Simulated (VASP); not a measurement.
Output of a VASP run:

### OSZICAR
```
       N       E                     dE             d eps       ncg     rms          rms(c)
DAV:   1     0.114599715434E+03    0.11460E+03   -0.82510E+03  2280   0.124E+03
DAV:   2    -0.458071282837E+01   -0.11918E+03   -0.10922E+03  2908   0.326E+02
DAV:   3    -0.942944507493E+01   -0.48487E+01   -0.48257E+01  2912   0.625E+01
DAV:   4    -0.956864855697E+01   -0.13920E+00   -0.13910E+00  3504   0.915E+00
DAV:   5    -0.957011131597E+01   -0.14628E-02   -0.14627E-02  2912   0.104E+00    0.628E+00
DAV:   6    -0.832652778276E+01    0.12436E+01   -0.43757E+00  2588   0.181E+01    0.369E+00
DAV:   7    -0.829868080178E+01    0.27847E-01   -0.12314E-01  3144   0.309E+00    0.222E+00
DAV:   8    -0.829540125753E+01    0.32795E-02   -0.56297E-02  2496   0.278E+00    0.207E-01
DAV:   9    -0.829708925692E+01   -0.16880E-02   -0.64658E-03  3188   0.660E-01    0.122E-01
DAV:  10    -0.829764745560E+01   -0.55820E-03   -0.92047E-04  2568   0.303E-01    0.597E-02
DAV:  11    -0.829777455775E+01   -0.12710E-03   -0.36012E-04  2524   0.154E-01    0.200E-02
DAV:  12    -0.829776597364E+01    0.85841E-05   -0.61003E-05  2912   0.659E-02    0.685E-03
DAV:  13    -0.829776565467E+01    0.31897E-06   -0.47442E-06  2548   0.219E-02
   1 F= -.82977657E+01 E0= -.82977657E+01  d E =-.609738E-22
```

OUTCAR:
```
------------------------ aborting loop because EDIFF is reached ----------------------------------------
  FORCE on cell =-STRESS in cart. coord.  units (eV):
  Direction    XX          YY          ZZ          XY          YZ          ZX
  --------------------------------------------------------------------------------------
  Total        0.0655210      0.0792795      0.0974173      0.0000000      0.0000000      0.0000000
  in kB        2.6704049      3.2311512      3.9703845      0.0000000      0.0000000      0.0000000
  external PRESSURE =       3.2906469 kB  Pullay stress =       0.0000000 kB
  volume of cell :       39.31
      direct lattice vectors                 reciprocal lattice vectors
     0.000000000  2.698648000  2.694774000    -0.184992724  0.185277961  0.185544317
     2.702809000  0.000000000  2.694774000     0.184992724 -0.185277961  0.185544317
     2.702809000  2.698648000  0.000000000     0.184992724  0.185277961 -0.185544317
  FREE ENERGIE OF THE ION-ELECTRON SYSTEM (eV)
  ---------------------------------------------------
  free  energy   TOTEN  =        -8.2977656547 eV

  energy  without entropy=       -8.2977656547  energy(sigma->0) =       -8.29776565
```
(Selected blocks of OUTCAR.)

POSCAR:
```
KF
1
    0.0000000000     2.6986480000     2.6947740000
    2.7028090000     0.0000000000     2.6947740000
    2.7028090000     2.6986480000     0.0000000000
K F
1 1
Direct
  0.0000000000   0.0000000000   0.0000000000
  0.4961330000   0.5038670000   0.5038670000
```

Q: Reconstruct the remaining input files.

A: This is not unique; one that fits is the input of the run itself, PBE GGA, plane waves, VASP's PBE PAW potentials (set 64).

### KPOINTS
```
Automatic mesh
0
Gamma
8 8 8
0 0 0
```

### INCAR
```
ALGO = Normal
EDIFF = 1E-6
ENCUT = 500
GGA = PE
ISIF = 2
ISMEAR = 0
LASPH = .True.
LCHARG = .False.
LREAL = .False.
LWAVE = .False.
NELM = 100
PREC = Accurate
SIGMA = 0.05
SYSTEM = KF
```

POTCAR, in this order: K_sv F (PBE.64 set). Program: vasp_std.

The compound is KF in the rock salt structure. The cell was not relaxed at this level, atoms are displaced from their ideal sites. The run is one of a series of settings (ENCUT = 500 against the base run), some of them coarse on purpose.
